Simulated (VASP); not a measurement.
**Cd2CuO3: relaxation of cell and atoms with PBE**

The system is Cd2CuO3.

```
CELL_PARAMETERS angstrom
4.50384 0.00000 0.00000
-2.25192 3.90044 0.00000
0.00000 0.00000 4.79523
ATOMIC_POSITIONS crystal
Cd 0.33333 0.66667 0.50000
Cd 0.66667 0.33333 0.50000
Cu 0.00000 0.00000 0.50000
O 0.33333 0.66667 0.00000
O 0.66667 0.33333 0.00000
O 0.00000 0.00000 0.00000
```

The cell was built by a generator and needn't be a form met in nature.

```
Program                : VASP 6.6.1
Task                   : relaxation of cell and atoms
Functional             : PBE
Potentials or basis    : VASP PAW PBE potentials, release 64 (Cd, Cu, O)
Cutoff                 : 520 eV
k mesh                 : 4 × 4 × 3
Occupations            : gaussian, width 0.15 eV
Spin                   : no spin polarisation
Further INCAR settings : PREC = Normal; ALGO = Fast; EDIFF = 0.0001; IBRION = 2; EDIFFG = -0.08; NSW = 24; ISIF = 3
```

```json
{
  "Relaxed volume": "16.30 Å³/atom",
  "Relaxed cell": "a = 5.430 Å, b = 5.430 Å, c = 3.829 Å, α = 90.00°, β = 90.00°, γ = 120.00°",
  "Space group after relaxing (to 0.05 Å)": "P6/mmm (No. 191)",
  "Energy gained by relaxing": "843.8 meV/atom",
  "Ionic steps": "11",
  "Pressure after relaxing": "0.0 GPa",
  "Band gap on the k mesh": "none (metal or under the smearing width)"
}
```

Stress tensor (GPa, compression positive):
```
 0.10  0.00  0.00
 0.00  0.10  0.00
 0.00  0.00 -0.15
```

The path:
```tsv
step	energy change (eV)	largest force (eV/Å)	pressure (GPa)	volume (Å³)
1	0.0000	0.0000	7.26	84.24
2	-3.0646	0.0000	-6.57	91.19
3	17.5428	0.0000	112.15	99.19
4	-3.8058	0.0000	-5.84	92.89
5	-4.6135	0.0000	8.77	98.11
6	-4.9406	0.0000	-2.35	95.98
7	-5.0526	0.0000	-0.50	96.69
8	-5.0611	0.0000	0.97	96.92
9	-5.0556	0.0000	1.35	97.07
10	-5.0240	0.0000	-3.23	99.47
11	-5.0628	0.0000	0.02	97.79
```

Final structure:
```xyz
6
Lattice="5.4304 0.0000 0.0000 -2.7152 4.7028 0.0000 0.0000 0.0000 3.8292" Properties=species:S:1:pos:R:3 pbc="T T T"
Cd    0.0000    3.1352    1.9146
Cd    2.7152    1.5676    1.9146
Cu    0.0000    0.0000    1.9146
O     0.0000    3.1352    0.0000
O     2.7152    1.5676    0.0000
O     0.0000    0.0000    0.0000
```

Levels at points of the mesh, in eV from the Fermi level:
```
           k point  band 25  band 26  band 27  band 28  band 29  band 30
(0.00, 0.00, 0.00)    -1.76    -0.54    -0.54    -0.37     5.30     5.30
(0.50, 0.00, 0.00)    -0.96    -0.92    -0.91     0.97     1.25     3.68
```

Wall time 2 min on 1 thread of Intel(R) Xeon(R) Platinum 8488C (Sapphire Rapids) (shared host), peak memory 0.16 GiB.

Caveat: the k mesh is coarse (spacing up to 0.44 Å⁻¹), so the values aren't converged; the volume moved by over 15 % at a fixed basis, so the end points are rough; an odd number of electrons without spin polarisation forces a metal; a magnetic or distorted state may lie lower; the run has no spin polarisation, though such a crystal can be magnetic; semilocal functionals often make such compounds metallic where correlation or magnetic order opens a gap, which also shifts bond lengths; the relaxation stopped at a loose force limit of 0.08 eV/Å, so its end isn't a converged minimum. With open d or f shells a metallic result of PBE can be an artefact of self-interaction; +U or a hybrid may open a gap.
